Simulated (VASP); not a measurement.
Computed with vdW-DF2, VASP's PBE PAW potentials (set 64) (plane waves; VASP 6.6.1).

Input for VASP

POSCAR:
```
ZrB2
1.0
  1.5921055129  -2.7576081153   0.0000000000
  1.5921055129   2.7576081153   0.0000000000
  0.0000000000   0.0000000000   3.6408511606
Zr B
1 2
Cartesian
  0.0000000000   0.0000000000   0.0000000000
  1.5921055129   0.9192045435   1.8204255803
  1.5921055129  -0.9192045435   1.8204255803
```

### KPOINTS
```
k-points along high-symmetry lines
10
Line-mode
Reciprocal
  0.000000   0.000000   0.000000 ! GAMMA
 -0.000000   0.500000   0.000000 ! M

 -0.000000   0.500000   0.000000 ! M
 -0.333333   0.666667   0.000000 ! K

 -0.333333   0.666667   0.000000 ! K
  0.000000   0.000000   0.000000 ! GAMMA

  0.000000   0.000000   0.000000 ! GAMMA
  0.000000   0.000000   0.500000 ! A

  0.000000   0.000000   0.500000 ! A
 -0.000000   0.500000   0.500000 ! L

 -0.000000   0.500000   0.500000 ! L
 -0.333333   0.666667   0.500000 ! H

 -0.333333   0.666667   0.500000 ! H
  0.000000   0.000000   0.500000 ! A

 -0.000000   0.500000   0.500000 ! L
 -0.000000   0.500000   0.000000 ! M

 -0.333333   0.666667   0.500000 ! H
 -0.333333   0.666667   0.000000 ! K
```

**INCAR**
```
PREC  =  Accurate
LUSE_VDW  =  .TRUE.
LREAL  =  .FALSE.
ALGO  =  Normal
NELM  =  100   # most electronic steps
SIGMA  =  0.05
AGGAC  =  0.0
ZAB_VDW  =  -1.8867
LWAVE  =  .FALSE.
EDIFF  =  1E-7
LORBIT  =  11
LMAXMIX  =  4   # l cut-off of mixed one-centre charges
ENCUT  =  520
GGA  =  ML
ISMEAR  =  0   # Gaussian
LCHARG  =  .FALSE.
ICHARG  =  11   # fixed density
LASPH  =  .TRUE.
SYSTEM  =  ZrB2
```

POTCAR, in this order: Zr_sv B (PBE.64 set). Program: vasp_std. Read from the step before: CHGCAR.

**Question.** What will the output report for the number of irreducible k-points (NKPTS), largest plane-wave count, number of space-group operations, FFT grid (NGX, NGY, NGZ)?

**Answer.** 
```json
{
  "number of irreducible k-points (NKPTS)": "90",
  "largest_plane_wave_count": "878",
  "number_of_space_group_operations": "24",
  "FFT grid (NGX, NGY, NGZ)": "24 × 24 × 28"
}
```

The compound is ZrB2 in the AlB2 type structure. It was relaxed first.
